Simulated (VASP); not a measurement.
Input:

```yaml
crystal:
  lattice:
    - [0.00000, 2.18867, 2.18867]
    - [2.18867, 0.00000, 2.18867]
    - [2.18867, 2.18867, 0.00000]
  atoms:
    - { symbol: Nb, position: [0.00000, 0.00000, 0.00000] }
    - { symbol: N, position: [0.50000, 0.50000, 0.50000] }
```

All values below come from PBEsol GGA, VASP's PBE PAW potentials (set 64) (plane waves; VASP 6.6.1). Settings: 520 eV cut-off, 16×16×16 Γ-centred mesh, tetrahedra with Blöchl corrections, potentials Nb_sv N.

Predict the energy per atom (σ→0), band gap (on the k-mesh) with the smallest direct gap where there is one.

```
Property                                                     Value
------------------------  ----------------------------------------
band gap (on the k-mesh)  none (metal, semimetal or under 0.01 eV)
energy per atom (σ→0)                              -10.951 eV/atom
```

Only differences to runs with the same potentials and settings are physical.

The compound is NbN in the rock salt structure, the cubic δ form, which competes with hexagonal ones. It was relaxed first. VASP warned that the highest band is occupied, so more bands are needed.
